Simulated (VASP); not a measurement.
OSZICAR of a VASP run on C (diamond):

File OSZICAR:
```
       N       E                     dE             d eps       ncg     rms          rms(c)
DAV:   1     0.317713659841E+01    0.31771E+01   -0.51317E+03  1400   0.995E+02
DAV:   2    -0.168720272121E+02   -0.20049E+02   -0.19115E+02  2136   0.114E+02
DAV:   3    -0.169927081024E+02   -0.12068E+00   -0.12068E+00  1424   0.119E+01
DAV:   4    -0.169928684183E+02   -0.16032E-03   -0.16032E-03  1968   0.461E-01
DAV:   5    -0.169928684435E+02   -0.25220E-07   -0.25220E-07  1400   0.426E-03    0.592E+00
DAV:   6    -0.164978458719E+02    0.49502E+00   -0.38236E-01  1392   0.486E+00    0.352E+00
DAV:   7    -0.163225310049E+02    0.17531E+00   -0.46018E-01  1616   0.539E+00    0.717E-01
DAV:   8    -0.163231847334E+02   -0.65373E-03   -0.18539E-03  1384   0.508E-01    0.307E-02
DAV:   9    -0.163232049590E+02   -0.20226E-04   -0.15563E-05  1952   0.481E-02    0.293E-02
DAV:  10    -0.163232127657E+02   -0.78068E-05   -0.67655E-06  1416   0.311E-02    0.615E-03
DAV:  11    -0.163232126294E+02    0.13638E-06   -0.88796E-08  1744   0.277E-03    0.110E-03
DAV:  12    -0.163232126424E+02   -0.13074E-07   -0.11319E-08   688   0.123E-03
   1 F= -.16323213E+02 E0= -.16323213E+02  d E =-.182364E-11
```

Problem. Which electronic solver shows in the log?

Solution. It is blocked Davidson (ALGO = Normal, or the opening steps of other solvers). The INCAR had ALGO = Normal.

Problem. Can the final energy be trusted as converged?

Solution. The calculation finished and met its thresholds. It stopped with EDIFF = 1E-7, NELM = 100 (vdW-DF-cx, plane waves, VASP's PBE PAW potentials (set 64)).

The compound is C in the diamond structure. This cell is one point of a volume scan, at 0.97 of the reference volume.
